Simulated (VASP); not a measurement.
A convergence study with VASP on V (bcc): one setting is varied, all else stays as given below, so the limit is that of these other settings. Each run relaxes cell and ions from the cell shown.

```xyz
1
Lattice="-1.5150 1.5150 1.5150 1.5150 -1.5150 1.5150 1.5150 1.5150 -1.5150" Properties=species:S:1:pos:R:3 pbc="T T T"
V      0.0000     0.0000     0.0000
```

Computed with PBE GGA, VASP's PBE PAW potentials (set 64) (plane waves; VASP). The tightest run used: 550 eV cut-off, 22×22×22 Γ-centred mesh, first-order Methfessel-Paxton smearing of 0.10 eV, potentials V_sv.

```json
[
 {"setting": "2×2×2 mesh", "relaxed volume (Å³/atom)": "11.717", "E (eV/atom)": "-9.5048", "irreducible k-points": "3"},
 {"setting": "3×3×3 mesh", "relaxed volume (Å³/atom)": "13.460", "E (eV/atom)": "-9.0861", "irreducible k-points": "4"},
 {"setting": "4×4×4 mesh", "relaxed volume (Å³/atom)": "13.434", "E (eV/atom)": "-9.0929", "irreducible k-points": "8"},
 {"setting": "5×5×5 mesh", "relaxed volume (Å³/atom)": "13.642", "E (eV/atom)": "-8.9462", "irreducible k-points": "10"},
 {"setting": "6×6×6 mesh", "relaxed volume (Å³/atom)": "13.645", "E (eV/atom)": "-8.9193", "irreducible k-points": "16"},
 {"setting": "7×7×7 mesh", "relaxed volume (Å³/atom)": "13.522", "E (eV/atom)": "-8.9995", "irreducible k-points": "20"},
 {"setting": "8×8×8 mesh", "relaxed volume (Å³/atom)": "13.365", "E (eV/atom)": "-9.0047", "irreducible k-points": "29"},
 {"setting": "9×9×9 mesh", "relaxed volume (Å³/atom)": "13.408", "E (eV/atom)": "-8.9832", "irreducible k-points": "35"},
 {"setting": "10×10×10 mesh", "relaxed volume (Å³/atom)": "13.562", "E (eV/atom)": "-8.9914", "irreducible k-points": "47"}
]
```

Problem. These are the cheaper rows. Estimate the results at 22×22×22 mesh, and how far the last row shown lies from them.

Solution. 
| quantity | tightest run | last row shown is off by |
|---|---|---|
| relaxed volume (Å³/atom) | 13.476 | 0.086 |
| E (eV/atom) | -8.9912 | -0.0002 |

VASP warned of too few bands at 2×2×2 mesh.

Left out are rungs that failed or repeat a setting and relaxations that didn't move; long series are thinned to 24 rows.

The compound is V in the bcc structure. The run is not spin-polarised, so no magnetic state was tried. VASP warned that the highest band is occupied, so more bands are needed.
